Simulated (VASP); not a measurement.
Computed with PBEsol GGA, VASP's PBE PAW potentials (set 64) (plane waves; VASP 6.6.1).

VASP ran on this input.

### KPOINTS
```
k-points along high-symmetry lines
12
Line-mode
Reciprocal
  0.000000   0.000000   0.000000 ! GAMMA
  0.500000   0.500000   0.500000 ! T

  0.500000   0.500000   0.500000 ! T
  0.812518   0.187482   0.500000 ! H_2

  0.500000  -0.187482   0.187482 ! H_0
  0.500000   0.000000   0.000000 ! L

  0.500000   0.000000   0.000000 ! L
  0.000000   0.000000   0.000000 ! GAMMA

  0.000000   0.000000   0.000000 ! GAMMA
  0.343741  -0.343741   0.000000 ! S_0

  0.656259   0.000000   0.343741 ! S_2
  0.500000   0.000000   0.500000 ! F

  0.500000   0.000000   0.500000 ! F
  0.000000   0.000000   0.000000 ! GAMMA
```

POSCAR:
```
Zn2SeS
1
    1.9437873220     1.1222460466     6.3514524444
   -1.9437873220     1.1222460466     6.3514524444
    0.0000000000    -2.2444920932     6.3514524444
Zn Se S
2 1 1
Direct
  0.0038280479   0.0038280479   0.0038280479
  0.4962897858   0.4962897858   0.4962897858
  0.6244026425   0.6244026425   0.6244026425
  0.1254535238   0.1254535238   0.1254535238
```

**INCAR**
```
LORBIT = 11   ! lm-projected
SYSTEM = Zn2SeS
GGA = PS   ! PBEsol
EDIFF = 1E-7
ALGO = Normal   ! blocked Davidson
ISMEAR = 0
PREC = Accurate
LCHARG = .FALSE.
NELM = 100   ! most electronic steps
LREAL = .FALSE.   ! projection in real space or not
ICHARG = 11   ! fixed density
LMAXMIX = 4   ! l cut-off of mixed one-centre charges
ENCUT = 400
LWAVE = .FALSE.
LASPH = .TRUE.   ! aspherical one-centre terms
SIGMA = 0.05
```

POTCAR, in this order: Zn Se S (PBE.64 set). Program: vasp_std. Read from the step before: CHGCAR.

What VASP printed:

**OUTCAR**
```
 ion  position               nearest neighbor table
   1  0.004  0.004  0.004-   4 2.32   3 2.41   3 2.41   3 2.41
   2  0.496  0.496  0.496-   4 2.36   4 2.36   4 2.36   3 2.44
   3  0.624  0.624  0.624-   1 2.41   1 2.41   1 2.41   2 2.44
   4  0.125  0.125  0.125-   1 2.32   2 2.36   2 2.36   2 2.36
  LATTYP: Found a trigonal (rhomboedric) cell.
 ALAT       =     6.7363709440
 COS(alpha) =     0.8334765123
 Subroutine PRICEL returns:
 Original cell was already a primitive cell.
 Subroutine GETGRP returns: Found  6 space group operations
The static configuration has the point symmetry C_3v.
The dynamic configuration has the point symmetry C_3v.
 Subroutine INISYM returns: Found  6 space group operations
   k-points           NKPTS =     84   k-points in BZ     NKDIM =     84   number of bands    NBANDS=     22
   number of dos      NEDOS =    301   number of ions     NIONS =      4
   total plane-waves  NPLWV = 110592
   dimension x,y,z NGX =    48 NGY =   48 NGZ =   48
   dimension x,y,z NGXF=    96 NGYF=   96 NGZF=   96
   ions per type =               2   1   1
   PREC   = accura    normal or accurate (medium, high low for compatibility)
   ISTART =      0    job   : 0-new  1-cont  2-samecut
   ICHARG =     11    charge: 1-file 2-atom 10-const
   ISPIN  =      1    spin polarized calculation?
   LNONCOLLINEAR =      F non collinear calculations
   LSORBIT =      F    spin-orbit coupling
   INIWAV =      1    electr: 0-lowe 1-rand  2-diag
   ENCUT  =  400.0 eV  29.40 Ry    5.42 a.u.  10.99 10.99 10.99*2*pi/ulx,y,z
   NELM   =    100;   NELMIN=  2; NELMDL= -5     # of ELM steps
   EDIFF  = 0.1E-06   stopping-criterion for ELM
   LREAL  =      F    real-space projection
   NLSPLINE    = F    spline interpolate recip. space projectors
   LMAXMIX     =    4 max onsite mixed and CHGCAR
   VOSKOWN=      0    Vosko Wilk Nusair interpolation
   EDIFFG = 0.1E-05   stopping-criterion for IOM
   NSW    =      0    number of steps for IOM
   NBLOCK =      1;   KBLOCK =      1    inner block; outer block
   IBRION =     -1    ionic relax: 0-MD 1-quasi-New 2-CG
   NFREE  =      0    steps in history (QN), initial steepest desc. (CG)
   ISIF   =      2    stress and relaxation
   ISYM   =      2    0-nonsym 1-usesym 2-fastsym
   TEIN   =    0.0    initial temperature
   TEBEG  =    0.0;   TEEND  =   0.0 temperature during run
   SMASS  =  -3.00    Nose mass-parameter (am)
   PSTRESS=    0.0 pullay stress
   NELECT =      36.0000    total number of electrons
   EFERMI =   0.00;   METHOD = LEGACY
   ISMEAR =     0;   SIGMA  =   0.05  broadening in eV -4-tet -1-fermi 0-gaus
   IALGO  =     38    algorithm
   LDIAG  =      T    sub-space diagonalisation (order eigenvalues)
   IMIX   =      4    mixing-type and parameters
     AMIX     =   0.40;   BMIX     =  1.00
     AMIX_MAG =   1.60;   BMIX_MAG =  1.00
     AMIN     =   0.10
   GGA     = PS    functional components
   VOSKOWN =     0    Vosko Wilk Nusair interpolation
   LHFCALC =     F    Hartree Fock is set to
   LHFONE  =     F    Hartree Fock one center treatment
   AEXX    =    0.0000 exact exchange contribution
   IVDW    =     0    specifies the selected vdW correction
   LEPSILON=     F    determine dielectric tensor
   LRPA    =     F    only Hartree local field effects (RPA)
  energy-cutoff  :      400.00
  volume of cell :       83.13
      direct lattice vectors                 reciprocal lattice vectors
     1.943787322  1.122246047  6.351452444     0.257229788  0.148511699  0.052481434
    -1.943787322  1.122246047  6.351452444    -0.257229788  0.148511699  0.052481434
     0.000000000 -2.244492093  6.351452444     0.000000000 -0.297023397  0.052481434
 k-point     1 :   0.0000 0.0000 0.0000  plane waves:    1503
 k-point     2 :   0.0455 0.0455 0.0455  plane waves:    1506
 k-point     3 :   0.0909 0.0909 0.0909  plane waves:    1509
 k-point     4 :   0.1364 0.1364 0.1364  plane waves:    1503
 k-point     5 :   0.1818 0.1818 0.1818  plane waves:    1506
 k-point     6 :   0.2273 0.2273 0.2273  plane waves:    1506
 k-point     7 :   0.2727 0.2727 0.2727  plane waves:    1515
...
```

### OSZICAR
```
       N       E                     dE             d eps       ncg     rms          rms(c)
DAV:   1     0.206638222789E+03    0.20664E+03   -0.15357E+04  3696   0.164E+03
DAV:   2     0.613363474094E+01   -0.20050E+03   -0.19586E+03  3918   0.336E+02
DAV:   3    -0.113967895992E+02   -0.17530E+02   -0.17222E+02  4322   0.102E+02
DAV:   4    -0.117369514216E+02   -0.34016E+00   -0.33968E+00  4316   0.143E+01
DAV:   5    -0.117420589505E+02   -0.51075E-02   -0.51066E-02  4464   0.155E+00
DAV:   6    -0.117421818865E+02   -0.12294E-03   -0.12292E-03  4390   0.244E-01
DAV:   7    -0.117421863508E+02   -0.44643E-05   -0.44641E-05  4526   0.412E-02
DAV:   8    -0.117421865028E+02   -0.15201E-06   -0.15201E-06  4314   0.755E-03
DAV:   9    -0.117421865098E+02   -0.70168E-08   -0.69882E-08  3262   0.140E-03
   1 F= -.11742187E+02 E0= -.11742187E+02  d E =-.692163E-14
```

File OUTCAR:
```
 val. band max:        2.0843685005   @ k =   0.0000   0.0000   0.0000

 cond. band min:       3.5084645425   @ k =   0.0000   0.0000   0.0000



 k-point     1 :       0.0000    0.0000    0.0000
  band No.  band energies     occupation
      1     -11.4350      2.00000
      2     -10.5274      2.00000
      3      -4.6758      2.00000
      4      -4.6758      2.00000
      5      -4.6317      2.00000
      6      -4.4695      2.00000
      7      -4.4695      2.00000
      8      -4.2123      2.00000
      9      -4.2123      2.00000
     10      -4.1060      2.00000
     11      -4.1060      2.00000
     12      -3.9871      2.00000
     13      -3.5468      2.00000
     14       0.8670      2.00000
     15       0.8670      2.00000
     16       1.8842      2.00000
     17       2.0844      2.00000
     18       2.0844      2.00000
     19       3.5085      0.00000
     20       4.8390      0.00000
     21       7.8916      0.00000
     22       7.8936      0.00000

 k-point     2 :       0.0455    0.0455    0.0455
  band No.  band energies     occupation
      1     -11.4311      2.00000
      2     -10.5331      2.00000
      3      -4.6754      2.00000
      4      -4.6754      2.00000
      5      -4.6319      2.00000
      6      -4.4695      2.00000
      7      -4.4695      2.00000
      8      -4.2127      2.00000
      9      -4.2127      2.00000
     10      -4.1062      2.00000
     11      -4.1062      2.00000
     12      -4.0237      2.00000
     13      -3.4930      2.00000
     14       0.8698      2.00000
     15       0.8698      2.00000
     16       1.8171      2.00000
     17       2.0798      2.00000
     18       2.0798      2.00000
     19       3.5644      0.00000
     20       4.8438      0.00000
     21       7.9009      0.00000
     22       7.9064      0.00000

 k-point     3 :       0.0909    0.0909    0.0909
  band No.  band energies     occupation
      1     -11.4195      2.00000
      2     -10.5497      2.00000
...
```

The density is held fixed in this step, so its total energy and stress have no physical meaning.

The structure comes from a computed database's Zn2SeS entry (R3m); how it stands against other phases isn't given here. It was relaxed first.
